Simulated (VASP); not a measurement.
Output of a VASP run:

OUTCAR:
```
 ion  position               nearest neighbor table
   1  0.250  0.250  0.250-   3 2.60   3 2.60   3 2.60   3 2.60   2 3.00   2 3.00   2 3.00   2 3.00
                             2 3.00   2 3.00
   2  0.750  0.750  0.750-   3 2.60   3 2.60   3 2.60   3 2.60   1 3.00   1 3.00   1 3.00   1 3.00
                             1 3.00   1 3.00
   3  0.000  0.000  0.000-   2 2.60   2 2.60   2 2.60   1 2.60   2 2.60   1 2.60   1 2.60   1 2.60
  LATTYP: Found a face centered cubic cell.
 ALAT       =     6.0000000000
 Subroutine PRICEL returns:
 Original cell was already a primitive cell.
 Subroutine GETGRP returns: Found 48 space group operations
The static configuration has the point symmetry O_h .
The dynamic configuration has the point symmetry O_h .
 Subroutine INISYM returns: Found 48 space group operations
 Subroutine IBZKPT returns following result:
 Found     29 irreducible k-points:

 Following reciprocal coordinates:
            Coordinates               Weight
  0.000000  0.000000  0.000000      1.000000
  0.125000  0.000000  0.000000      8.000000
  0.250000  0.000000  0.000000      8.000000
  0.375000  0.000000  0.000000      8.000000
  0.500000  0.000000  0.000000      4.000000
  0.125000  0.125000  0.000000      6.000000
  0.250000  0.125000  0.000000     24.000000
  0.375000  0.125000  0.000000     24.000000
  0.500000  0.125000  0.000000     24.000000
 -0.375000  0.125000  0.000000     24.000000
 -0.250000  0.125000  0.000000     24.000000
 -0.125000  0.125000  0.000000     12.000000
  0.250000  0.250000  0.000000      6.000000
  0.375000  0.250000  0.000000     24.000000
  0.500000  0.250000  0.000000     24.000000
 -0.375000  0.250000  0.000000     24.000000
 -0.250000  0.250000  0.000000     12.000000
  0.375000  0.375000  0.000000      6.000000
  0.500000  0.375000  0.000000     24.000000
 -0.375000  0.375000  0.000000     12.000000
  0.500000  0.500000  0.000000      3.000000
  0.375000  0.250000  0.125000     24.000000
  0.500000  0.250000  0.125000     48.000000
 -0.375000  0.250000  0.125000     24.000000
  0.500000  0.375000  0.125000     24.000000
 -0.375000  0.375000  0.125000     48.000000
 -0.250000  0.375000  0.125000     24.000000
 -0.375000  0.500000  0.125000     12.000000
 -0.250000  0.500000  0.250000      6.000000
   k-points           NKPTS =     29   k-points in BZ     NKDIM =     29   number of bands    NBANDS=     12
   number of dos      NEDOS =    301   number of ions     NIONS =      3
   total plane-waves  NPLWV =  32768
   dimension x,y,z NGX =    32 NGY =   32 NGZ =   32
   dimension x,y,z NGXF=    64 NGYF=   64 NGZF=   64
   ions per type =               2   1
   PREC   = accura    normal or accurate (medium, high low for compatibility)
   ISTART =      0    job   : 0-new  1-cont  2-samecut
   ICHARG =      2    charge: 1-file 2-atom 10-const
   ISPIN  =      1    spin polarized calculation?
   LNONCOLLINEAR =      F non collinear calculations
   LSORBIT =      F    spin-orbit coupling
   INIWAV =      1    electr: 0-lowe 1-rand  2-diag
   ENCUT  =  520.0 eV  38.22 Ry    6.18 a.u.   7.89  7.89  7.89*2*pi/ulx,y,z
   NELM   =    100;   NELMIN=  2; NELMDL= -5     # of ELM steps
   EDIFF  = 0.1E-05   stopping-criterion for ELM
   LREAL  =      F    real-space projection
   NLSPLINE    = F    spline interpolate recip. space projectors
   LMAXMIX     =    6 max onsite mixed and CHGCAR
   VOSKOWN=      0    Vosko Wilk Nusair interpolation
   EDIFFG = -.2E-01   stopping-criterion for IOM
   NSW    =     60    number of steps for IOM
   NBLOCK =      1;   KBLOCK =     60    inner block; outer block
   IBRION =      2    ionic relax: 0-MD 1-quasi-New 2-CG
   NFREE  =      1    steps in history (QN), initial steepest desc. (CG)
   ISIF   =      3    stress and relaxation
   ISYM   =      2    0-nonsym 1-usesym 2-fastsym
   TEIN   =    0.0    initial temperature
   TEBEG  =    0.0;   TEEND  =   0.0 temperature during run
   SMASS  =  -3.00    Nose mass-parameter (am)
   PSTRESS=    0.0 pullay stress
   NELECT =      17.0000    total number of electrons
...
```

File OSZICAR:
```
       N       E                     dE             d eps       ncg     rms          rms(c)
DAV:   1     0.500667912961E+02    0.50067E+02   -0.67156E+03   728   0.112E+03
DAV:   2    -0.207356885828E+02   -0.70802E+02   -0.65204E+02   816   0.199E+02
DAV:   3    -0.226819115093E+02   -0.19462E+01   -0.19175E+01   852   0.339E+01
DAV:   4    -0.226920663578E+02   -0.10155E-01   -0.10144E-01   808   0.283E+00
DAV:   5    -0.226921600892E+02   -0.93731E-04   -0.93728E-04   872   0.283E-01    0.184E+01
DAV:   6    -0.149297221677E+01    0.21199E+02   -0.32860E+01   728   0.658E+01    0.712E+00
DAV:   7    -0.122063006043E+01    0.27234E+00   -0.11345E+00   768   0.129E+01    0.275E+00
DAV:   8    -0.117145559696E+01    0.49174E-01   -0.20654E-01   780   0.460E+00    0.143E+00
DAV:   9    -0.106864141353E+01    0.10281E+00   -0.15641E-01   712   0.535E+00    0.656E-01
DAV:  10    -0.109335148265E+01   -0.24710E-01   -0.25116E-01   708   0.663E+00    0.576E-01
DAV:  11    -0.115127355064E+01   -0.57922E-01   -0.48682E-02   708   0.288E+00    0.279E-01
DAV:  12    -0.116216465053E+01   -0.10891E-01   -0.74919E-03   784   0.972E-01    0.160E-01
DAV:  13    -0.116463355076E+01   -0.24689E-02   -0.18931E-03   764   0.502E-01    0.761E-02
DAV:  14    -0.116520593218E+01   -0.57238E-03   -0.44844E-04   760   0.247E-01    0.398E-02
DAV:  15    -0.116514231704E+01    0.63615E-04   -0.86870E-05   752   0.117E-01    0.271E-02
DAV:  16    -0.116521445882E+01   -0.72142E-04   -0.48952E-05   736   0.901E-02    0.206E-02
DAV:  17    -0.116521225447E+01    0.22044E-05   -0.12612E-05   800   0.433E-02    0.412E-03
DAV:  18    -0.116520921588E+01    0.30386E-05   -0.84493E-07   400   0.105E-02    0.227E-03
DAV:  19    -0.116521179588E+01   -0.25800E-05   -0.18796E-07   372   0.524E-03    0.157E-03
DAV:  20    -0.116520848695E+01    0.33089E-05   -0.43341E-07   364   0.841E-03    0.124E-03
DAV:  21    -0.116520955912E+01   -0.10722E-05   -0.31883E-08   360   0.209E-03    0.837E-04
DAV:  22    -0.116520963237E+01   -0.73250E-07   -0.26507E-08   352   0.211E-03
   1 F= -.11652096E+01 E0= -.11647529E+01  d E =-.116521E+01
```

**OUTCAR**
```
------------------------ aborting loop because EDIFF is reached ----------------------------------------
  FORCE on cell =-STRESS in cart. coord.  units (eV):
  Direction    XX          YY          ZZ          XY          YZ          ZX
  --------------------------------------------------------------------------------------
  Total       -0.0500979     -0.0500979     -0.0500979      0.0000000      0.0000000      0.0000000
  in kB       -1.4864013     -1.4864013     -1.4864013      0.0000000      0.0000000      0.0000000
  external PRESSURE =      -1.4864013 kB  Pullay stress =       0.0000000 kB
  volume of cell :       54.00
      direct lattice vectors                 reciprocal lattice vectors
     0.000000000  3.000000000  3.000000000    -0.166666667  0.166666667  0.166666667
     3.000000000  0.000000000  3.000000000     0.166666667 -0.166666667  0.166666667
     3.000000000  3.000000000  0.000000000     0.166666667  0.166666667 -0.166666667
 POSITION                                       TOTAL-FORCE (eV/Angst)
 -----------------------------------------------------------------------------------
      1.50000      1.50000      1.50000        -0.000000     -0.000000     -0.000000
      4.50000      4.50000      4.50000         0.000000      0.000000      0.000000
      0.00000      0.00000      0.00000         0.000000      0.000000      0.000000
 -----------------------------------------------------------------------------------
    total drift:                                0.000000     -0.000000      0.000000
  FREE ENERGIE OF THE ION-ELECTRON SYSTEM (eV)
  ---------------------------------------------------
  free  energy   TOTEN  =        -1.1652096324 eV

  energy  without entropy=       -1.1638394031  energy(sigma->0) =       -1.16475289

 reached required accuracy - stopping structural energy minimisation
```
(Selected blocks of OUTCAR.)

File POSCAR:
```
AuAl2
1
    0.0000000000     3.0000000000     3.0000000000
    3.0000000000     0.0000000000     3.0000000000
    3.0000000000     3.0000000000     0.0000000000
Al Au
2 1
Direct
  0.2500000000   0.2500000000   0.2500000000
  0.7500000000   0.7500000000   0.7500000000
  0.0000000000   0.0000000000   0.0000000000
```

Task: Write an INCAR and KPOINTS that could have produced this output.

Result: This is not unique; one that fits is the input of the run itself, MS2 meta-GGA, plane waves, VASP's PBE PAW potentials (set 64).

**INCAR**
```
NELM  =  100   # most electronic steps
LREAL  =  .FALSE.   # projection in real space or not
ALGO  =  Normal
ENCUT  =  520
ISIF  =  3
IBRION  =  2   # conjugate gradients
LASPH  =  .TRUE.   # aspherical one-centre terms
LWAVE  =  .FALSE.
SYSTEM  =  AuAl2
EDIFF  =  1E-6   # SCF stop (eV)
LCHARG  =  .FALSE.
PREC  =  Accurate
NSW  =  60   # most ionic steps
LMAXMIX  =  6
METAGGA  =  MS2
LMIXTAU  =  .TRUE.
EDIFFG  =  -0.02
SIGMA  =  0.1   # width (eV)
ISMEAR  =  1   # Methfessel-Paxton
```

File KPOINTS:
```
Regular mesh
0
Gamma
8 8 8
```

POTCAR, in this order: Al Au (PBE.64 set). Program: vasp_std.

The compound is AuAl2 in the fluorite structure. The cell was not relaxed at this level. The start is the result of an earlier pass. The electron count is odd and the run is not spin-polarised, which forces a metal.
